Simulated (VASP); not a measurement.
Computed with LDA (Ceperley-Alder, Perdew-Zunger), VASP's LDA PAW potentials (set 64) (plane waves; VASP 6.6.1).

A VASP calculation is set up with these files.

**KPOINTS**
```
K-points
0
G
 19 19 10
0 0 0
```

**INCAR**
```
! general
SYSTEM = Be
PREC   = Accurate
ENCUT  = 520
LREAL  = .FALSE.
LASPH  = .TRUE.

! electronic loop
EDIFF  = 1E-7
NELM   = 100
ALGO   = Normal

! smearing
ISMEAR = 1
SIGMA  = 0.1

! ions
IBRION = 2
NSW    = 30
ISIF   = 4
EDIFFG = -0.01

! output
LWAVE  = .FALSE.
LCHARG = .FALSE.
```

### POSCAR
```
Be
1
    1.0938105182    -1.8945352328     0.0000000000
    1.0938105182     1.8945352328     0.0000000000
    0.0000000000     0.0000000000     3.4373744245
Be
2
Direct
  0.3333330000   0.6666670000   0.2500000000
  0.6666670000   0.3333330000   0.7500000000
```

POTCAR, in this order: Be (LDA.64 set). Program: vasp_std.

Task: What does the run give for the energy per atom (σ→0), band gap (on the k-mesh)?

Result: 
| Item | Result |
|---|---|
| energy per atom (σ→0) | -4.200 eV/atom |
| band gap (on the k-mesh) | none (metal, semimetal or under 0.01 eV) |

File OSZICAR:
```
...
DAV:  10    -0.839964004510E+01    0.82201E-08   -0.15265E-09  2796   0.454E-04
   1 F= -.83996400E+01 E0= -.83996375E+01  d E =-.839964E+01
       N       E                     dE             d eps       ncg     rms          rms(c)
DAV:   1    -0.840035296727E+01   -0.71291E-03   -0.77866E-03  3648   0.597E-01    0.320E-02
DAV:   2    -0.840034537924E+01    0.75880E-05   -0.30702E-05  3282   0.480E-02    0.194E-02
DAV:   3    -0.840033942743E+01    0.59518E-05   -0.40030E-06  3810   0.112E-02    0.250E-04
DAV:   4    -0.840033942909E+01   -0.16635E-08   -0.32969E-08  2688   0.181E-03
   2 F= -.84003394E+01 E0= -.84003597E+01  d E =-.699384E-03
```

The compound is Be in the hcp structure. This cell is one point of a volume scan, at 0.94 of the reference volume. Symmetry was kept, so distortions that lower it aren't found.
